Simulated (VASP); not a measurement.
A convergence study with VASP on As (space group R-3m): one setting is varied, all else stays as given below, so the limit is that of these other settings.

```yaml
crystal:
  lattice:
    - [3.69877, -1.88940, 0.00000]
    - [3.69877, 1.88940, 0.00000]
    - [2.73362, 0.00000, 3.12698]
  atoms:
    - { symbol: As, position: [0.23172, 0.23172, 0.23172] }
    - { symbol: As, position: [0.77300, 0.77300, 0.77300] }
```

Calculation: PBE GGA, VASP's PBE PAW potentials (set 64) (plane waves; VASP). The tightest run used: 720 eV cut-off, 11×11×11 Γ-centred mesh, Fermi-Dirac smearing of 0.10 eV, potentials As.

```tsv
setting	E (eV/atom)	pressure (GPa)	largest force (eV/Å)	plane waves
ENCUT = 105	-4.7555	-4.32	0.177	119
ENCUT = 120	-4.7000	-2.51	0.247	138
ENCUT = 135	-4.6762	-1.38	0.213	166
ENCUT = 150	-4.6645	-0.59	0.179	190
ENCUT = 165	-4.6628	-0.03	0.171	218
ENCUT = 180	-4.6642	0.36	0.174	250
ENCUT = 210	-4.6663	0.81	0.195	317
```

### Question
These are the cheaper rows. Estimate the results at ENCUT = 720, and how far the last row shown lies from them.

### Answer

```json
[
 {"quantity": "E (eV/atom)", "tightest run": "-4.6671", "last row shown is off by": "0.0008"},
 {"quantity": "pressure (GPa)", "tightest run": "1.11", "last row shown is off by": "-0.30"},
 {"quantity": "largest force (eV/Å)", "tightest run": "0.206", "last row shown is off by": "-0.011"}
]
```

Left out are rungs that failed or repeat a setting and relaxations that didn't move; long series are thinned to 24 rows.

The structure is a typed As crystal (space group no. 166). The cell was not relaxed at this level, forces remain on its atoms.
